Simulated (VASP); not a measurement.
# AgB2 (P6/mmm) in VASP: notebook, part 2 of 2

VASP 6.6.1. Earlier steps stand in the parts before.

## (5) Single point, r2SCAN

File INCAR:

```
SYSTEM = AgB2
PREC = Low
ENCUT = 460
EDIFF = 1E-6
ISMEAR = 0
SIGMA = 0.05
LREAL = .False.
LASPH = .True.
NELM = 100
ALGO = Normal
ISIF = 2
LWAVE = .False.
LCHARG = .False.
METAGGA = R2SCAN
LMIXTAU = .True.
ADDGRID = .False.
```

File KPOINTS:

```
regular mesh
0
Gamma
  4 4 3
  0 0 0
```

File POSCAR:

```
AgB2
1.0
    3.0000000000      0.0000000000      0.0000000000
   -1.5000000000      2.5980762114      0.0000000000
    0.0000000000      0.0000000000      3.2400000000
Ag B
1 2
Direct
    0.0000000000      0.0000000000      0.0000000000
    0.6666666667      0.3333333333      0.5000000000
    0.3333333333      0.6666666667      0.5000000000
```

Potentials or basis: VASP PAW PBE potentials, release 64 (Ag, B).

Run with:

```sh
$ cat potpaw_PBE.64/Ag/POTCAR potpaw_PBE.64/B/POTCAR > POTCAR
$ mpirun -np 1 vasp_std > vasp.out
```

OUTCAR:

```text
SYSTEM = AgB2
   PREC = Low
   ENCUT = 460
   EDIFF = 1E-6
   ISMEAR = 0
   LREAL = .False.
   LASPH = .True.
   NELM = 100
   ISIF = 2
   METAGGA = R2SCAN

 Found      8 irreducible k-points:

 Following reciprocal coordinates:
            Coordinates               Weight
  0.000000  0.000000  0.000000      1.000000
  0.250000 -0.000000  0.000000      6.000000
  0.500000 -0.000000  0.000000      3.000000
  0.250000  0.250000  0.000000      6.000000
  0.000000  0.000000  0.333333      2.000000
  0.250000 -0.000000  0.333333     12.000000
   k-points           NKPTS =      8   k-points in BZ     NKDIM =      8   number of bands    NBANDS=     12
   number of dos      NEDOS =    301   number of ions     NIONS =      3
   total plane-waves  NPLWV =   4608
   dimension x,y,z NGX =    16 NGY =   16 NGZ =   18
   dimension x,y,z NGXF=    16 NGYF=   16 NGZF=   18
   ions per type =               1   2
   NGX,Y,Z   is equivalent  to a cutoff of   8.87,  8.87,  9.24 a.u.
   NGXF,Y,Z  is equivalent  to a cutoff of   8.87,  8.87,  9.24 a.u.
 SYSTEM =  AgB2
   PREC   = low       normal or accurate (medium, high low for compatibility)
   ISTART =      0    job   : 0-new  1-cont  2-samecut
   ICHARG =      2    charge: 1-file 2-atom 10-const
   ISPIN  =      1    spin polarized calculation?
   LNONCOLLINEAR =      F non collinear calculations
   LSORBIT =      F    spin-orbit coupling
   LASPH  =      T    aspherical Exc in radial PAW
   ENCUT  =  460.0 eV  33.81 Ry    5.81 a.u.   5.25  5.25  5.67*2*pi/ulx,y,z
   NELM   =    100;   NELMIN=  2; NELMDL= -5     # of ELM steps
   EDIFF  = 0.1E-05   stopping-criterion for ELM
   LREAL  =      F    real-space projection
   EDIFFG = 0.1E-04   stopping-criterion for IOM
   NSW    =      0    number of steps for IOM
   IBRION =     -1    ionic relax: 0-MD 1-quasi-New 2-CG
   NFREE  =      0    steps in history (QN), initial steepest desc. (CG)
   ISIF   =      2    stress and relaxation
   ISYM   =      2    0-nonsym 1-usesym 2-fastsym
   POTIM  = 0.5000    time-step for ionic-motion
   TEBEG  =    0.0;   TEEND  =   0.0 temperature during run
   PSTRESS=    0.0 pullay stress
   NELECT =      17.0000    total number of electrons
   NUPDOWN=      -1.0000    fix difference up-down
   EMIN   =  10.00;   EMAX   =-10.00  energy-range for DOS
   EFERMI =   0.00;   METHOD = LEGACY
   ISMEAR =     0;   SIGMA  =   0.05  broadening in eV -4-tet -1-fermi 0-gaus
   EFERMI_NEDOS =   21; number of points for ismear=-14 and -15
   IALGO  =     38    algorithm
   IMIX   =      4    mixing-type and parameters
     AMIX     =   0.40;   BMIX     =  1.00
     AMIX_MAG =   1.60;   BMIX_MAG =  1.00
  volume/ion in A,a.u.               =       8.42        56.81
  Fermi-wavevector in a.u.,A,eV,Ry     =   1.434779  2.711340 28.008838  2.058591
  Thomas-Fermi vector in A             =   2.554150
   LORBIT       =      0    0 simple, 1 ext, 2 COOP (PROOUT), +10 PAW based schemes
   METAGGA = R2SCAN    functional components
   LHFCALC =     F    Hartree Fock is set to
   AEXX    =    0.0000 exact exchange contribution
   IVDW    =     0    specifies the selected vdW correction
   LEPSILON=     F    determine dielectric tensor
   LRPA    =     F    only Hartree local field effects (RPA)
 non-spin polarized calculation
 Gauss-broadening in eV      SIGMA  =   0.05
  energy-cutoff  :      460.00
  volume of cell :       25.25
 maximum number of plane-waves:       571
   NGX = 11   NGY = 11   NGZ = 11

 number of electron      17.0000467 magnetization

 Free energy of the ion-electron system (eV)
  ---------------------------------------------------
  ext. energy  EPLUGINS =         0.00000000
  ---------------------------------------------------
  free energy    TOTEN  =       -32.99056591 eV

  energy without entropy =      -32.98321882  energy(sigma->0) =      -32.98689237

 E-fermi :  10.4560     XC(G=0): -14.2730

 val. band max:       10.4359267410   @ k =   0.2500  -0.0000   0.3333
 cond. band min:      10.5071661190   @ k =   0.5000  -0.0000   0.3333
 fundamental gap:      0.0712393780
 Fermi energy:        10.4560179296

 k-point     1 :       0.0000    0.0000    0.0000
  band No.  band energies     occupation
      1      -4.5317      2.00000
      2       3.3944      2.00000
      3       3.8242      2.00000
      4       3.8250      2.00000
      5       5.4707      2.00000
      6       5.4708      2.00000
      7       7.2785      2.00000
      8      11.7079      0.00000
      9      11.7082      0.00000
     10      16.4911      0.00000
     11      16.4912      0.00000
     12      16.7934      0.00000
[... 61 lines left out ...]
 k-point     6 :       0.2500   -0.0000    0.3333
  band No.  band energies     occupation
      1      -2.3006      2.00000
      2       2.3632      2.00000
      3       3.6821      2.00000
      4       3.9999      2.00000
      5       4.0683      2.00000
      6       5.1465      2.00000
      7       6.5660      2.00000
      8       9.3863      2.00000
      9      10.4359      1.43014
     10      16.3224      0.00000
     11      17.8533      0.00000
     12      21.7698      0.00000

 [... further k-points ...]
[... 5 lines left out ...]
  --------------------------------------------------------------------------------------
  -------------------------------------------------------------------------------------
  Total        6.1238095      6.1238095     13.4043537      0.0000000     -0.0000000      0.0000000
  in kB      388.5206471    388.5206471    850.4294881      0.0000000     -0.0000000      0.0000000
  external PRESSURE =     542.4902608 kB  Pullay stress =       0.0000000 kB

 VOLUME and BASIS-vectors are now :
 -----------------------------------------------------------------------------
  energy-cutoff  :      460.00
  volume of cell :       25.25
      direct lattice vectors                 reciprocal lattice vectors
     3.000000000  0.000000000  0.000000000     0.333333333  0.192450090  0.000000000
    -1.500000000  2.598076211  0.000000000     0.000000000  0.384900179  0.000000000
     0.000000000  0.000000000  3.240000000     0.000000000  0.000000000  0.308641975

 POSITION                                       TOTAL-FORCE (eV/Angst)
 -----------------------------------------------------------------------------------
      0.00000      0.00000      0.00000         0.000000      0.000000      0.000000
      1.50000      0.86603      1.62000        -0.000000      0.000000      0.000000
     -0.00000      1.73205      1.62000         0.000000      0.000000      0.000000
 -----------------------------------------------------------------------------------
    total drift:                               -0.000000     -0.000000     -0.000000

  FREE ENERGIE OF THE ION-ELECTRON SYSTEM (eV)
  ---------------------------------------------------
  free  energy   TOTEN  =       -32.9905659116 eV

  energy  without entropy=      -32.9832188211  energy(sigma->0) =      -32.98689237
```

stdout:

```text
POSCAR found type information on POSCAR AgB
 POSCAR found :  2 types and       3 ions
 scaLAPACK will be used
 -----------------------------------------------------------------------------
|                                                                             |
|                                                                             |
|     You enforced a specific xc type in the INCAR file but a different       |
|     I HOPE YOU KNOW WHAT YOU ARE DOING!                                     |
|                                                                             |
 -----------------------------------------------------------------------------

 LDA part: xc-table for (None), standard interpolation
 POSCAR, INCAR and KPOINTS ok, starting setup
 FFT: planning ... GRIDC
 FFT: planning ... GRID_SOFT
 FFT: planning ... GRID
 WAVECAR not read
 entering main loop
```

Run time: 5.9 s. Hardware: 1 thread of Intel Xeon 6975P-C (Granite Rapids), shared host; peak memory 0.1 GiB.

The run converged, but some of its settings lie outside the range that counts as converged, so its numbers aren't taken as properties of the crystal.

What came out:

```yaml
Free_energy: -32.9906 eV
Pressure: 54.2 GPa
Band_gap_on_the_k_mesh: none (metal or under the smearing width)
```

Caveat: the k mesh is coarse (spacing up to 0.65 Å⁻¹), so the values aren't converged; a pressure of tens of GPa on the cell as given is suspect, and the run, the potentials or the cell itself is likely at fault; the PAW data sets were made with another functional, which shifts forces and pressure a little.
